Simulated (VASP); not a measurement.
Mg12B (a cell with a defect), 13 atoms in the cell. The cell holds a defect, 13 atoms: a = 6.420 Å, b = 9.630 Å, c = 5.213 Å, α = 90.00°, β = 90.00°, γ = 120.00°. The cell was built by a generator and needn't be a form met in nature.

```yaml
Program: VASP 6.6.1
Task: single point
Functional: PBEsol
Potentials_or_basis: VASP PAW PBE potentials, release 64 (Mg, B)
Cutoff: 520 eV
k_mesh: 2 × 2 × 2
Occupations: fermi-dirac, width 0.05 eV
Spin: no spin polarisation
Dipole_correction: no
Further_INCAR_settings: ALGO = Fast; EDIFF = 1e-06; NBANDS = 26
```

Potentials or basis: VASP PAW PBE potentials, release 64 (Mg, B).

Command:

```bash
$ cat potpaw_PBE.64/Mg/POTCAR potpaw_PBE.64/B/POTCAR > POTCAR
$ mpirun -np 1 vasp_std > vasp.out
```

Hardware: 1 thread of Intel(R) Xeon(R) 6975P-C (Granite Rapids), on a shared host.

Q: Estimate the wall time of this run.

A: Wall time 42 s on 1 thread of Intel(R) Xeon(R) 6975P-C (Granite Rapids) (shared host), peak memory 0.35 GiB. Counts: scf iterations 13, k points 8.
